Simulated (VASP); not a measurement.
VASP input:

File KPOINTS:
```
Automatic mesh
0
Gamma
 8 8 8
```

**INCAR**
```
# general
SYSTEM  = TlCl
PREC    = Accurate
ENCUT   = 500   # plane-wave cut-off (eV)
LREAL   = .FALSE.   # projection in real space or not
LASPH   = .TRUE.   # aspherical one-centre terms

# electronic loop
EDIFF   = 1E-6   # SCF stop (eV)
NELM    = 100
ALGO    = Normal
LMAXMIX = 4   # l cut-off of mixed one-centre charges

# smearing
ISMEAR  = 0
SIGMA   = 0.05   # width (eV)

# ions
IBRION  = 2   # conjugate gradients
NSW     = 40   # most ionic steps
ISIF    = 3   # ions, shape and volume
EDIFFG  = -0.02   # ionic stop
PSTRESS = 200

# output
LWAVE   = .FALSE.
LCHARG  = .FALSE.
```

POSCAR:
```
TlCl
1
    3.4887244125     0.0000000000     0.0000000000
    0.0000000000     3.4887244125     0.0000000000
    0.0000000000     0.0000000000     3.4887244125
Tl Cl
1 1
Direct
  0.0000000000   0.0000000000   0.0000000000
  0.5000000000   0.5000000000   0.5000000000
```

POTCAR, in this order: Tl_d Cl (LDA.64 set). Program: vasp_std.

Problem. Write an equivalent input for Ansatz.

Solution. One equivalent input (not run):
Ansatz 0.2 input:
```yaml
crystal:
  lattice:
    - [3.4887244, 0.0000000, 0.0000000]
    - [0.0000000, 3.4887244, 0.0000000]
    - [0.0000000, 0.0000000, 3.4887244]
  atoms:
    - { symbol: Tl, position: [0.0000000, 0.0000000, 0.0000000] }
    - { symbol: Cl, position: [0.5000000, 0.5000000, 0.5000000] }
kpoints:
  mp_grid: { grid: [8, 8, 8] }
hamiltonian:
  xc: lda
  pseudopotentials: { kind: paw }
scf:
  occupations: { method: gaussian, width: 0.05 }
  max_iter: 100
relax:
  max_steps: 40
  f_tol: 0.02
  cell: { p_target: 20 }
output: { forces: true, stress: true, eigenvalues: true }
```
Limits of the translation: each code has its own PAW files, so the cut-off isn't converted (ENCUT is set for VASP's; basis.ecutwfc is left out, and Ansatz then takes the one that its files recommend); Ansatz stops its SCF on the density residual and VASP on the energy change (EDIFF); Ansatz's lda is the Perdew-Wang form, while the LDA potentials of VASP carry Perdew-Zunger's.

The compound is TlCl in the CsCl type structure. This run relaxes it under an external pressure of 20 GPa. Symmetry was kept, so distortions that lower it aren't found.
